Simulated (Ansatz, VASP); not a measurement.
**Ge in two plane-wave programs**

One calculation is typed for both programs; each brings its own data sets and cutoff. How far apart do they land? The cell is taken from a series of VASP runs on this material, whose earlier steps may have relaxed, scaled or displaced it; both programs get it as it stands.

Method: plane waves, with VASP 6.6.1 beside it; single point at r2SCAN, spin-orbit coupling, in Ansatz 0.2.0.

### 1. The structure

The structure is trigonal, space group R-3m (No. 166). The conventional cell has a = 4.068 Å, b = 4.068 Å, c = 9.753 Å, α = 90.00°, β = 90.00°, γ = 120.00°. Nearest to Ge lie 4 Ge at 2.46 to 2.48 Å.

### 2. VASP: single point, r2SCAN, spin-orbit coupling

A single point gives forces, pressure and levels at one fixed geometry, so differences don't come from the geometry; what else differs is listed under the comparison.

Lines of VASP's logs that name or quote its potential files are left out, and so is its time.

File INCAR:

```
SYSTEM = Ge
PREC = Accurate
ENCUT = 470
EDIFF = 1E-06
NELM = 100
ISMEAR = 0
SIGMA = 0.02
LREAL = .FALSE.
ALGO = Normal
METAGGA = R2SCAN
LASPH = .TRUE.
LNONCOLLINEAR = .TRUE.
MAGMOM = 0 0 0 0 0 0
NBANDS = 38
GGA_COMPAT = .FALSE.
LSORBIT = .TRUE.
LWAVE = .FALSE.
LCHARG = .FALSE.
KPAR = 2
```

File POSCAR:

```
Ge
1.0
   -0.0405398650      2.8356507510      2.8356507510
    2.8356507510     -0.0405398650      2.8356507510
    2.8356507510      2.8356507510     -0.0405398650
Ge
2
Direct
    0.9990292130      0.9990292130      0.9990292130
    0.2509707870      0.2509707870      0.2509707870
```

File KPOINTS:

```
Automatic mesh
0
Gamma
7 7 7
0 0 0
```

File KPOINTS_OPT:

```
Line mode
6
Line-mode
Reciprocal
  0.00000000   0.00000000   0.00000000
  0.02587001   0.02587001   0.02587001

  0.00000000   0.00000000   0.00000000
 -0.01618426   0.01618426   0.00000000

  0.31000000   0.31000000   0.00000000
  0.50000000   0.50000000   0.00000000

  0.00000000   0.31000000   0.31000000
  0.00000000   0.50000000   0.50000000

  0.45000000   0.45000000   0.45000000
  0.50000000   0.50000000   0.50000000

  0.45000000   0.00000000   0.00000000
  0.50000000   0.00000000   0.00000000

  0.42500000   0.42500000   0.00000000
  0.42467739   0.44756539   0.02256539

  0.50000000   0.50000000   0.50000000
  0.48381574   0.51618426   0.50000000
```

PAW data sets: Ge_d (PBE family, release 64).

Launch:

```
> mpirun -np 2 vasp_ncl
```

Numbers of over 12 decimals in the logs are rounded to 6 here.

Log:

```text
[banner, memory and clock lines left out]
running    2 mpi-ranks, on    1 nodes
 distrk:  each k-point on    1 cores,    2 groups
 distr:  one band on    1 cores,    1 groups

 POSCAR found type information on POSCAR Ge
 POSCAR found :  1 types and       2 ions
|                                                                             |
|               ----> ADVICE to this user running VASP <----                  |
|                                                                             |
|     You enforced a specific xc type in the INCAR file but a different       |
|     [... a line on the potential file left out ...]
|     I HOPE YOU KNOW WHAT YOU ARE DOING!                                     |
|                                                                             |

 LDA part: xc-table for (None), standard interpolation
 POSCAR, INCAR and KPOINTS ok, starting setup
 FFT: planning ... GRIDC
 FFT: planning ... GRID_SOFT
 FFT: planning ... GRID
 WAVECAR not read
 entering main loop
       N       E                     dE             d eps       ncg     rms          rms(c)
DAV:   1     0.235954875219E+03    0.23595E+03   -0.13399E+04  4018   0.391E+03
DAV:   2     0.153715451812E+02   -0.22058E+03   -0.21317E+03  3344   0.831E+02
DAV:   3    -0.279305396495E+02   -0.43302E+02   -0.42773E+02  3694   0.203E+02
DAV:   4    -0.303827480458E+02   -0.24522E+01   -0.24462E+01  3920   0.569E+01
DAV:   5    -0.304340122630E+02   -0.51264E-01   -0.51258E-01  3706   0.919E+00    0.326E+00
DAV:   6    -0.277485889845E+02    0.26854E+01   -0.31928E-01  3932   0.102E+01    0.189E+00
DAV:   7    -0.277322437834E+02    0.16345E-01   -0.96763E-02  4026   0.449E+00    0.358E-01
DAV:   8    -0.277320195665E+02    0.22422E-03   -0.69643E-03  4182   0.134E+00    0.135E-01
DAV:   9    -0.277317132809E+02    0.30629E-03   -0.11707E-03  4104   0.626E-01    0.851E-02
DAV:  10    -0.277319505971E+02   -0.23732E-03   -0.25362E-03  4084   0.102E+00    0.427E-02
DAV:  11    -0.277318243250E+02    0.12627E-03   -0.29679E-04  4066   0.349E-01    0.181E-02
DAV:  12    -0.277317994467E+02    0.24878E-04   -0.93264E-05  4724   0.187E-01    0.321E-03
DAV:  13    -0.277318020777E+02   -0.26310E-05   -0.69335E-06  3440   0.300E-02    0.189E-03
DAV:  14    -0.277318036223E+02   -0.15446E-05   -0.15261E-07  2206   0.613E-03    0.106E-03
DAV:  15    -0.277318039379E+02   -0.31552E-06   -0.16381E-07  1756   0.836E-03
   1 F= -.27731804E+02 E0= -.27731795E+02  d E =-.169482E-04  mag=     0.0000     0.0000     0.0000
 Start KPOINTS_OPT (optional k-point list driver)
k-point batch [1-44\48]
       N       E                     dE             ncg
DAV:   1    -0.688820938865E+04   -0.32205E+05     4026
DAV:   2    -0.165113263116E+05   -0.96231E+04     3352
DAV:   3    -0.183775372836E+05   -0.18662E+04     3700
DAV:   4    -0.184826571922E+05   -0.10512E+03     3800
DAV:   5    -0.184848305062E+05   -0.21733E+01     3704
DAV:   6    -0.184848942651E+05   -0.63759E-01     3926
DAV:   7    -0.184848968980E+05   -0.26329E-02     3872
DAV:   8    -0.184848970333E+05   -0.13528E-03     4082
DAV:   9    -0.184848970386E+05   -0.52966E-05     2834
DAV:  10    -0.184848970389E+05   -0.31874E-06     2152
k-point batch [45-48\48]
       N       E                     dE             ncg
DAV:   1     0.246993075474E+05   -0.37458E+04      346
DAV:   2     0.238057172528E+05   -0.89359E+03      304
DAV:   3     0.236318362065E+05   -0.17388E+03      322
DAV:   4     0.236219983365E+05   -0.98379E+01      352
DAV:   5     0.236217939101E+05   -0.20443E+00      352
DAV:   6     0.236217879950E+05   -0.59152E-02      348
DAV:   7     0.236217877268E+05   -0.26815E-03      376
DAV:   8     0.236217877133E+05   -0.13462E-04      358
DAV:   9     0.236217877126E+05   -0.77635E-06      304
```

From OUTCAR (step 2):

```text
ion  position               nearest neighbor table
   1  0.999  0.999  0.999-   2 2.46   2 2.48   2 2.48   2 2.48
   2  0.251  0.251  0.251-   1 2.46   1 2.48   1 2.48   1 2.48

  LATTYP: Found a trigonal (rhomboedric) cell.
 ALAT       =     4.0104206567
 COS(alpha) =     0.4856538743

 Subroutine GETGRP returns: Found 12 space group operations
 (whereof  6 operations were pure point group operations)

The static configuration has the point symmetry C_3v.
 The point group associated with its full space group is D_3d.

 Found     44 irreducible k-points:

   k-points           NKPTS =     44   k-points in BZ     NKDIM =     44   number of bands    NBANDS=     38

   dimension x,y,z NGX =    28 NGY =   28 NGZ =   28
   dimension x,y,z NGXF=    56 NGYF=   56 NGZF=   56

   ENCUT  =  470.0 eV  34.54 Ry    5.88 a.u.   7.09  7.09  7.09*2*pi/ulx,y,z

   NELECT =      28.0000    total number of electrons

 k-points in reciprocal lattice and weights: Automatic mesh
   0.00000000  0.00000000  0.00000000       0.003
   0.14285714  0.00000000  0.00000000       0.017
   0.28571429  0.00000000  0.00000000       0.017
   0.42857143  0.00000000  0.00000000       0.017
   0.14285714  0.14285714  0.00000000       0.017
   0.28571429  0.14285714 -0.00000000       0.035
   0.42857143  0.14285714  0.00000000       0.035
  -0.42857143  0.14285714 -0.00000000       0.035
  -0.28571429  0.14285714  0.00000000       0.035
[...]
0.42857143  0.42857143  0.42857143       0.006
  -0.42857143  0.42857143  0.42857143       0.017

 average (electrostatic) potential at core
       1 -79.6890       2 -79.6890

 E-fermi :   4.6635

 k-point     1 :       0.0000    0.0000    0.0000
  band No.  band energies     occupation
    ...
     24       4.3206      1.00000
     25       4.5641      1.00000
     26       4.5641      1.00000
     27       4.6395      0.95487
     28       4.6395      0.95487
     29       4.7020      0.00326
     30       4.7020      0.00326
     31       7.0675      0.00000
     32       7.0675      0.00000
     33       7.2348      0.00000
    ...

 k-point     2 :       0.1429    0.0000    0.0000
  band No.  band energies     occupation
    ...
     24       1.7430      1.00000
     25       4.0204      1.00000
     26       4.0204      1.00000
     27       4.2489      1.00000
     28       4.2489      1.00000
     29       5.7172      0.00000
     30       5.7172      0.00000
     31       7.7033      0.00000
     32       7.7033      0.00000
     33       7.9164      0.00000
    ...

 k-point     3 :       0.2857    0.0000    0.0000
  band No.  band energies     occupation
    ...
     24      -0.9322      1.00000
     25       3.4208      1.00000
     26       3.4208      1.00000
     27       3.6290      1.00000
     28       3.6290      1.00000
     29       5.3089      0.00000
     30       5.3089      0.00000
     31       8.3872      0.00000
     32       8.3872      0.00000
     33       8.5514      0.00000
    ...

  Total       -0.3922345     -0.3922345     -0.3922345      0.2447245      0.2447245      0.2447245
  in kB      -13.4913035    -13.4913035    -13.4913035      8.4175480      8.4175480      8.4175480
  external PRESSURE =     -13.4913035 kB  Pullay stress =       0.0000000 kB

  energy-cutoff  :      470.00
  volume of cell :       46.58
      direct lattice vectors                 reciprocal lattice vectors
    -0.040539865  2.835650751  2.835650751    -0.172589446  0.175092657  0.175092657
     2.835650751 -0.040539865  2.835650751     0.175092657 -0.172589446  0.175092657
     2.835650751  2.835650751 -0.040539865     0.175092657  0.175092657 -0.172589446

 POSITION                                       TOTAL-FORCE (eV/Angst)
 -----------------------------------------------------------------------------------
      5.62530      5.62530      5.62530        -0.001092     -0.001092     -0.001092
      1.41316      1.41316      1.41316         0.001092      0.001092      0.001092
 -----------------------------------------------------------------------------------
    total drift:                                0.000000      0.000000      0.000000

  FREE ENERGIE OF THE ION-ELECTRON SYSTEM (eV)
  ---------------------------------------------------
  free  energy   TOTEN  =       -27.7318039379 eV

  energy  without entropy=      -27.7317869897  energy(sigma->0) =      -27.73179546

 Spin-Orbit-Coupling matrix elements
 Ion:    1  E_soc:     -0.0174745
 Ion:    2  E_soc:     -0.0174745

[... 3 further parts left out ...]
```

The run ends at a pressure of -1.35 GPa, with forces up to 0.0019 eV/Å.

### 3. Ansatz: single point, r2SCAN, spin-orbit coupling

Ansatz runs on its fully relativistic PAW (standard-fr) files.

The same cell, functional, mesh and smearing now go to Ansatz, which takes its cutoff from its data sets.

File input.yaml:

```yaml
crystal:
  lattice:
    - [-0.040539865, 2.835650751, 2.835650751]
    - [2.835650751, -0.040539865, 2.835650751]
    - [2.835650751, 2.835650751, -0.040539865]
  atoms:
    - { symbol: Ge, position: [0.999029213, 0.999029213, 0.999029213] }
    - { symbol: Ge, position: [0.250970787, 0.250970787, 0.250970787] }
hamiltonian:
  xc: r2scan
  pseudopotentials: { kind: paw_fr }
magnetization:
  noncollinear: true
  spin_orbit: true
kpoints:
  mp_grid: { grid: [7, 7, 7] }
scf:
  occupations: { method: gaussian, width: 0.02 }
  n_extra_bands: 8
output:
  forces: true
  stress: true
  eigenvalues: true
```

Launch:

```
> ansatz run input.yaml --threads 2 --pin off --max-ram 4608MiB --backend cpu --events-out ev --progress --plain --runs-dir out
```

Log:

```text
scf.n_extra_bands = 8 over 28 filled bands (N_el = 28.0): the run solves 36 bands
Engine: ansatz 0.2.0, aarch64-unknown-linux-gnu
Pseudopotentials: kind: paw_fr
Pseudopotential: Ge, paw_fr, valence charge 14, recommended cutoff 500 eV (meta_gga), Ge.paw.azcp#standard-fr
Functional definition: r2SCAN
  parameter k0 = 0.174
  parameter k1 = 0.065
  parameter a1 = 4.9479
  exchange = r2scan_x(k0 = k0, k1 = k1, a1 = a1)
  correlation = r2scan_c
non-collinear run that drives no moment, with spin-orbit: no starting moment large enough to seed its density (crystal.atoms[].spin), no starting occupations that ask for one, no magnetisation constraint and no magnetic field, so the semilocal B_xc is pinned to zero
Crystal: 2 atoms, lattice volume = 46.580 Å³
Basis set: ecut = 500 eV, 1217 PW (Γ), exchange–correlation on 120×120×120 points (64 copies of the dense FFT grid, shifted against one another)
Bands: 36, of which v1, the nominal top of the filled ones, is band 28 counted from 1 (27 counted from 0)
Symmetry: 12 space group operations + 12 with time reversal
Magnetic group: BNS 166.98 (UNI 1328), of the structure as read, at distance tolerance 3.6e-5 Å
k-points: 44 of 343
Projection manifold: j_resolved (fully-relativistic pseudo-atomic orbitals)
Non-local potential: Ge, projectors of the file, l = 0: 2, l = 1: 4, l = 2: 6, l = 3: 2
PAW form: soft (Blöchl's): semilocal exchange-correlation on the pseudo side does not see the compensation charge
PAW frozen core: Ge, regenerated for the run's functional (the file was generated under x = pbe(κ = 0.804, μ = 0.219515), c = pbe(β = 0.066725))
PAW one-centre angular grid: Ge, 590 points (default); XC on 269 of its mesh's 2687 points in the sphere
Initial density: superposition of atomic densities (chi_scale 0.1, normalization cell)
Initial wavefunctions: pseudopotential atomic-orbital guess
Functional: x = r2scan, c = r2scan; τ floored in thin density (d = 2e-4 eV/Å³)
iter 1 solved again at ethr=1.64e-3 eV; its pass at ethr=3.10e-3 eV (dr2=4.58e-1 eV) is discarded
SCF iter   1: F=—  HF=-8600.264491 eV  |F-HF|=—  |Δ(HF+E_count)|=         —  Δρ=3.53e-2  dr2=4.62e-1  dr2_τ=1.20e-3  dr2_m=0.00e0 (ungated)  ethr=1.64e-3  |M|=0.00e0 ∫|m|=0.00e0 μB  |m|>n=0.0e0 m-floor=0.0e0 τ_xc=0.0e0  β_m=0.30  ⟨swp⟩=1.2  Hψ=4744  notcnv=0
preconditioner: auto → none  [insulator: Δε(μ)=0.105 eV  Ē_g=24.211 eV  σ=0.020 eV  W_gap=1.00  n_scr=14 (ndim 8)  ℏωp=28.8 eV  f_vac=0.000  D(μ)=0.00/eV (n_scr^D=0)  ε∞_Penn≈2.4]
SCF iter   2: F=—  HF=-8600.283623 eV  |F-HF|=—  |Δ(HF+E_count)|=   1.91e-2  Δρ=2.47e-2  dr2=2.07e-1  dr2_τ=3.36e-4  dr2_m=0.00e0 (ungated)  ethr=1.64e-3  |M|=0.00e0 ∫|m|=0.00e0 μB  |m|>n=0.0e0 m-floor=0.0e0 τ_xc=0.0e0  β_m=0.61  ⟨swp⟩=2.0  Hψ=967  notcnv=0
SCF iter   3: F=—  HF=-8600.322691 eV  |F-HF|=—  |Δ(HF+E_count)|=   3.91e-2  Δρ=2.64e-3  dr2=1.54e-3  dr2_τ=1.01e-5  dr2_m=0.00e0 (ungated)  ethr=7.40e-4  |M|=0.00e0 ∫|m|=0.00e0 μB  |m|>n=0.0e0 m-floor=0.0e0 τ_xc=0.0e0  β_m=0.57  ⟨swp⟩=2.2  Hψ=979  notcnv=0
SCF iter   4: F=—  HF=-8600.322563 eV  |F-HF|=—  |Δ(HF+E_count)|=   1.27e-4  Δρ=5.33e-4  dr2=5.18e-5  dr2_τ=3.11e-7  dr2_m=0.00e0 (ungated)  ethr=5.50e-6  |M|=0.00e0 ∫|m|=0.00e0 μB  |m|>n=0.0e0 m-floor=0.0e0 τ_xc=0.0e0  β_m=0.60  ⟨swp⟩=2.0  Hψ=1584  notcnv=0
SCF iter   5: F=—  HF=-8600.322603 eV  |F-HF|=—  |Δ(HF+E_count)|=   3.93e-5  Δρ=1.72e-4  dr2=5.56e-6  dr2_τ=3.09e-8  dr2_m=0.00e0 (ungated)  ethr=1.85e-7  |M|=0.00e0 ∫|m|=0.00e0 μB  |m|>n=0.0e0 m-floor=0.0e0 τ_xc=0.0e0  β_m=0.79  ⟨swp⟩=2.1  Hψ=1260  notcnv=0
SCF iter   6: F=-8600.322606 eV  HF=-8600.322606 eV  |F-HF|=2.34e-8  |Δ(HF+E_count)|=   3.52e-6  Δρ=7.27e-6  dr2=2.81e-8  dr2_τ=1.16e-10  dr2_m=0.00e0 (ungated)  ethr=3.57e-10  |M|=0.00e0 ∫|m|=0.00e0 μB  |m|>n=0.0e0 m-floor=0.0e0 τ_xc=0.0e0  ⟨swp⟩=3.9  Hψ=3541  notcnv=0
SCF 1 converged in 6 iterations: F = -8600.322606 eV  dr2 = 2.81e-8
  greatest PAW one-centre occupation: 0.997 electrons in one spin orbital (limit 2), on the Ge atom at site 0 (counted from 0), in its partial waves of l = 2
SCF converged after 6 iterations
Magnetization: |M| = 0.0000 μB,  M = (+0.0000, +0.0000, +0.0000) μB
Absolute magnetization: 0.0000 μB (∫|m|)
  site 0: m = (+0.0000, +0.0000, +0.0000) μB, |m| = 0.0000 μB  (R = 1.01 Å)
  site 1: m = (+0.0000, +0.0000, +0.0000) μB, |m| = 0.0000 μB  (R = 1.01 Å)
Free energy (F): -8600.322606 eV
Harris-Foulkes:  -8600.322606 eV  (|F-HF|=2.34e-8)
Internal energy: -8600.322546 eV  (E = F + TS)
E sigma→0 (E₀):  -8600.322576 eV
Entropy (-TS):   -0.000060 eV (-0.030 meV/atom)
Fermi energy:    8.167157 eV
--- Per-component energies (eV) ---
  E_band       = -326.570049
  E_kinetic    = 221.485883
  E_local      = -4984.728369  (includes V_loc(G=0)·N_el)
  E_nonlocal   = 840.070558
  E_hartree    = 2187.886493
  E_xc         = -137.915671
  E_vxc        = -135.418378  (∫ρ·V_xc dr)
  E_paw        = -4063.068141  (= ΣΔE_a)
  E_vpaw       = -651.364722  (= ΣTr[D̂ρ^β])
  E_aug_tail   = 0.000029  (compensation charges beyond the density's cutoff)
  E_vtau       = 7.623461  (kinetic-family band-sum trace: ∫τ·v_τ [+ j·A + Jᵃ·Aᵃ] dr)
  E_ewald      = -2661.912128
  E_core_change = -2.141200  (= ΣΔE_core)
  E_smearing   = -0.000060  (= −TS)
  E_closure    = 0.000000  (closes the sum)
  Σ components = -8600.322606   (vs F -8600.322606, Δ=0.00e0)
--- Forces (eV/Å), atoms counted from 1 ---
  atom   1  Ge     0.00456063     0.00456063     0.00456063
  atom   2  Ge    -0.00456063    -0.00456063    -0.00456063
  max |Σ_I F_I| component: 2.60e-18 eV/Å
--- Stress (GPa, compression-positive) ---
       -1.264665       0.849085       0.849085
        0.849085      -1.264665       0.849085
        0.849085       0.849085      -1.264665
  P = ⅓ Tr σ = -1.2647 GPa (-12.647 kbar)
--- Band table (eV; the first three rows and the last of 44) ---
  k-point 0: bands = [... 24 lower, 8.0425, 8.0425, 8.1575, 8.1575, 8.1805, 8.1805, 10.5580, 10.5580, ... 4 higher]
  k-point 1: bands = [... 24 lower, 7.5001, 7.5001, 7.7286, 7.7286, 9.2211, 9.2211, 11.1930, 11.1930, ... 4 higher]
  k-point 2: bands = [... 24 lower, 6.9011, 6.9011, 7.1094, 7.1094, 8.8103, 8.8103, 11.8756, 11.8756, ... 4 higher]
  k-point 43: bands = [... 24 lower, 4.9047, 4.9047, 6.1776, 6.1776, 9.5090, 9.5090, 11.8790, 11.8790, ... 4 higher]
```

Elapsed: 14 s, on 2 threads of Arm Neoverse V1, shared host; peak memory 0.59 GiB.

The run ends at a pressure of -1.26 GPa, with forces up to 0.0079 eV/Å.

### 4. Differences

Known differences besides the potentials themselves: spin-orbit coupling enters by fully relativistic files in Ansatz and inside the spheres in VASP; VASP keeps PBE cores, Ansatz makes them for the functional; the cutoff is 500 eV in Ansatz and 470 eV in VASP. Total energies have different zeros and are not compared.

The two programs side by side:

```
      quantity  Ansatz   VASP  difference
pressure (GPa)   -1.26  -1.35       +0.08
```

At this near-relaxed geometry the largest component of a force difference is 6 meV/Å. Our record labels this cell a metal in VASP alone; each run is judged by its own test, so with a small gap or wide smearing the label says little about the levels. Ansatz's pressure holds a Pulay correction of 0.05 GPa; VASP's holds none.

### 5. Outcome

| Item | Value |
| --- | --- |
| difference in pressure (single point, r2SCAN, spin-orbit coupling) | 0.084 GPa |

The difference in pressure is 0.084 GPa (single point, r2SCAN, spin-orbit coupling), within the 1 GPa picked in this series as the mark of a large difference. 1 further run of this series is not shown here. How closely two codes agree says nothing of how well the functional describes the real material.

[Lines on the potential files, build, host, timing and source positions are cut from VASP's logs without a mark.]

[Logs are printed without paths, hosts, clocks, repeated set-up lines and the standing remarks that a program may print on its own settings, such as how far it seeks lower states.]

[Hosts, paths, dates, database ids (printed as entryN), source tags and the programs' standing remarks are cut or masked in the printed files.]
